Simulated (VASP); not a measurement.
Given:

```xyz
2
Lattice="0.0000 2.7342 2.7342 2.7342 0.0000 2.7342 2.7342 2.7342 0.0000" Properties=species:S:1:pos:R:3 pbc="T T T"
Si     0.0000     0.0000     0.0000
Si     1.3671     1.3671     1.3671
```

Calculation: PBE GGA, VASP's PBE PAW potentials (set 64) (plane waves; VASP). Settings: 480 eV cut-off, 8×8×8 Γ-centred mesh, Gaussian smearing of 0.050 eV, potentials Si.

Energy and stress use the plane-wave basis of the starting cell.

Question: The ions, cell shape and volume at an external pressure of 5.0 GPa are relaxed. What does this cell relax into?

Answer: 
```xyz
2
Lattice="0.0000 2.6890 2.6890 2.6890 0.0000 2.6890 2.6890 2.6890 0.0000" Properties=species:S:1:pos:R:3 pbc="T T T"
Si     0.0000     0.0000     0.0000
Si     1.3445     1.3445     1.3445
```
Space group Fd-3m (227), at a tolerance of 0.03 Å.

Question: How do energy and volume change from the first to the last step?

Answer: The energy (σ→0) changes by +14.8 meV/atom and the volume by -4.9 %, in 3 ionic steps.

The compound is Si in the diamond structure. This run relaxes it under an external pressure of 5 GPa. Symmetry was kept, so distortions that lower it aren't found.
